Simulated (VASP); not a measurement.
These are PBE GGA, VASP's PBE PAW potentials (set 64) (plane waves; VASP) values and carry that method's errors.

The input files of a VASP run:

INCAR:
```
SYSTEM = Pd
PREC = Accurate
ENCUT = 520
EDIFF = 1E-6
NELM = 100
ALGO = Normal
LREAL = .FALSE.
LASPH = .TRUE.
ISMEAR = 1
SIGMA = 0.1
GGA = PE
LMAXMIX = 4
LWAVE = .FALSE.
LCHARG = .FALSE.
IBRION = 2
ISIF = 3
NSW = 60
EDIFFG = -0.01
```

**KPOINTS**
```
Automatic mesh
0
Gamma
14 14 14
0 0 0
```

**POSCAR**
```
Pd
1.0
  0.0000000000   1.9450000000   1.9450000000
  1.9450000000   0.0000000000   1.9450000000
  1.9450000000   1.9450000000   0.0000000000
Pd
1
direct
  0.0000000000   0.0000000000   0.0000000000
```

POTCAR, in this order: Pd (PBE.64 set). Program: vasp_std.

The resulting files:

File OUTCAR:
```
 ion  position               nearest neighbor table
   1  0.000  0.000  0.000-
  LATTYP: Found a face centered cubic cell.
 ALAT       =     3.8900000000
 Subroutine PRICEL returns:
 Original cell was already a primitive cell.
 Subroutine GETGRP returns: Found 48 space group operations
The static configuration has the point symmetry O_h .
The dynamic configuration has the point symmetry O_h .
 Subroutine INISYM returns: Found 48 space group operations
 Subroutine IBZKPT returns following result:
 Found    104 irreducible k-points:

 Following reciprocal coordinates:
            Coordinates               Weight
  0.000000  0.000000  0.000000      1.000000
  0.071429  0.000000  0.000000      8.000000
  0.142857  0.000000  0.000000      8.000000
  0.214286  0.000000  0.000000      8.000000
  0.285714  0.000000  0.000000      8.000000
  0.357143  0.000000  0.000000      8.000000
  0.428571  0.000000  0.000000      8.000000
  0.500000  0.000000  0.000000      4.000000
  0.071429  0.071429  0.000000      6.000000
  0.142857  0.071429  0.000000     24.000000
...
```

OSZICAR:
```
       N       E                     dE             d eps       ncg     rms          rms(c)
DAV:   1     0.394401256605E+02    0.39440E+02   -0.53902E+03  1896   0.105E+03
DAV:   2    -0.511239966941E+01   -0.44553E+02   -0.43233E+02  2011   0.195E+02
DAV:   3    -0.548128080090E+01   -0.36888E+00   -0.36656E+00  2232   0.209E+01
DAV:   4    -0.548294042122E+01   -0.16596E-02   -0.16595E-02  2196   0.131E+00
DAV:   5    -0.548296004979E+01   -0.19629E-04   -0.19630E-04  2199   0.120E-01    0.782E+00
DAV:   6    -0.520792246937E+01    0.27504E+00   -0.12215E+00  1916   0.106E+01    0.387E+00
DAV:   7    -0.519703631468E+01    0.10886E-01   -0.65558E-03  2089   0.775E-01    0.205E+00
DAV:   8    -0.519305021307E+01    0.39861E-02   -0.11236E-03  2013   0.293E-01    0.519E-02
DAV:   9    -0.519305054862E+01   -0.33555E-06   -0.14779E-05  2398   0.402E-02    0.149E-02
DAV:  10    -0.519305448402E+01   -0.39354E-05   -0.20219E-06  2117   0.156E-02    0.376E-03
DAV:  11    -0.519305419956E+01    0.28446E-06   -0.13344E-08  1013   0.137E-03
   1 F= -.51930542E+01 E0= -.51924890E+01  d E =-.519305E+01
       N       E                     dE             d eps       ncg     rms          rms(c)
DAV:   1    -0.643605037404E+01   -0.12430E+01   -0.24090E+01  1894   0.557E+01    0.775E+00
DAV:   2    -0.518403952106E+01    0.12520E+01   -0.69865E+00  1887   0.229E+01    0.296E+00
DAV:   3    -0.518141872329E+01    0.26208E-02   -0.12415E-02  2013   0.106E+00    0.179E+00
DAV:   4    -0.518194009719E+01   -0.52137E-03   -0.11338E-02  2085   0.935E-01    0.803E-02
DAV:   5    -0.518210783389E+01   -0.16774E-03   -0.26768E-04  2366   0.994E-02    0.495E-02
DAV:   6    -0.518209623881E+01    0.11595E-04   -0.29061E-05  1964   0.467E-02    0.387E-03
DAV:   7    -0.518209592491E+01    0.31390E-06   -0.23173E-07  1097   0.484E-03
   2 F= -.51820959E+01 E0= -.51815017E+01  d E =0.109583E-01
       N       E                     dE             d eps       ncg     rms          rms(c)
DAV:   1    -0.564706780060E+01   -0.46497E+00   -0.82043E+00  1899   0.316E+01    0.459E+00
DAV:   2    -0.520552096619E+01    0.44155E+00   -0.23064E+00  1888   0.140E+01    0.817E-01
DAV:   3    -0.520534753690E+01    0.17343E-03   -0.57224E-03  2034   0.768E-01    0.494E-01
DAV:   4    -0.520618532651E+01   -0.83779E-03   -0.47269E-03  2105   0.598E-01    0.590E-02
DAV:   5    -0.520618104285E+01    0.42837E-05   -0.32632E-05  1974   0.577E-02    0.281E-02
DAV:   6    -0.520618784754E+01   -0.68047E-05   -0.42837E-06  2212   0.220E-02    0.807E-04
DAV:   7    -0.520618783470E+01    0.12841E-07   -0.48107E-08  1159   0.193E-03
   3 F= -.52061878E+01 E0= -.52056039E+01  d E =-.131336E-01
```

### OUTCAR
```
------------------------ aborting loop because EDIFF is reached ----------------------------------------
  FORCE on cell =-STRESS in cart. coord.  units (eV):
  Direction    XX          YY          ZZ          XY          YZ          ZX
  --------------------------------------------------------------------------------------
  Total       -0.0072957     -0.0072957     -0.0072957      0.0000000      0.0000000     -0.0000000
  in kB       -0.7629502     -0.7629502     -0.7629502      0.0000000      0.0000000     -0.0000000
  external PRESSURE =      -0.7629502 kB  Pullay stress =       0.0000000 kB
  volume of cell :       15.32
      direct lattice vectors                 reciprocal lattice vectors
    -0.000000000  1.971291311  1.971291311    -0.253640848  0.253640848  0.253640848
     1.971291311  0.000000000  1.971291311     0.253640848 -0.253640848  0.253640848
     1.971291311  1.971291311 -0.000000000     0.253640848  0.253640848 -0.253640848
 POSITION                                       TOTAL-FORCE (eV/Angst)
 -----------------------------------------------------------------------------------
      0.00000      0.00000      0.00000         0.000000      0.000000      0.000000
 -----------------------------------------------------------------------------------
    total drift:                                0.000000     -0.000000      0.000000
  FREE ENERGIE OF THE ION-ELECTRON SYSTEM (eV)
  ---------------------------------------------------
  free  energy   TOTEN  =        -5.2061878347 eV

  energy  without entropy=       -5.2044360243  energy(sigma->0) =       -5.20560390

 reached required accuracy - stopping structural energy minimisation
```
(Selected blocks of OUTCAR.)

File CONTCAR:
```
Pd
   1.00000000000000
    -0.0000000000000000    1.9712913106979393    1.9712913106979393
     1.9712913106979393    0.0000000000000000    1.9712913106979393
     1.9712913106979393    1.9712913106979393   -0.0000000000000000
  Pd
     1
Direct
     0.0000000000000000    0.0000000000000000    0.0000000000000000
```

Energy and stress use the plane-wave basis of the starting cell.

The compound is Pd in the fcc structure. This run relaxes it. Symmetry was kept, so distortions that lower it aren't found.
